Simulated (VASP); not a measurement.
OSZICAR of a VASP run on MgH2 (rutile):

OSZICAR:
```
       N       E                     dE             d eps       ncg     rms          rms(c)
DAV:   1     0.569295236671E+01    0.56930E+01   -0.31380E+03   384   0.749E+02
DAV:   2    -0.159673944937E+02   -0.21660E+02   -0.20175E+02   504   0.847E+01
DAV:   3    -0.168145897020E+02   -0.84720E+00   -0.84720E+00   528   0.236E+01
DAV:   4    -0.168159999083E+02   -0.14102E-02   -0.14102E-02   536   0.103E+00
DAV:   5    -0.168160071305E+02   -0.72222E-05   -0.72222E-05   528   0.575E-02    0.722E+00
DAV:   6    -0.156966778902E+02    0.11193E+01   -0.10002E+00   400   0.616E+00    0.364E+00
DAV:   7    -0.153261262925E+02    0.37055E+00   -0.12627E+00   400   0.734E+00    0.543E-01
DAV:   8    -0.153373224686E+02   -0.11196E-01   -0.22894E-02   448   0.127E+00    0.111E-01
DAV:   9    -0.153371363794E+02    0.18609E-03   -0.11461E-03   560   0.268E-01    0.178E-02
DAV:  10    -0.153371563229E+02   -0.19944E-04   -0.36770E-05   456   0.611E-02    0.107E-02
DAV:  11    -0.153371566700E+02   -0.34711E-06   -0.59171E-06   472   0.152E-02
   1 F= -.15337157E+02 E0= -.15337157E+02  d E =-.153372E+02
```

**Question.** Which electronic solver shows in the log?

**Answer.** It is blocked Davidson (ALGO = Normal, or the opening steps of other solvers). The INCAR had ALGO = Normal.

**Question.** Can the final energy be trusted as converged?

**Answer.** The calculation finished and met its thresholds. It stopped with EDIFF = 1E-6, NELM = 100, NSW = 60 and EDIFFG = -0.02 after 1 ionic step (optB88-vdW, plane waves, VASP's PBE PAW potentials (set 64)).

The compound is MgH2 in the rutile structure. It was relaxed first. The start is the result of an earlier pass.
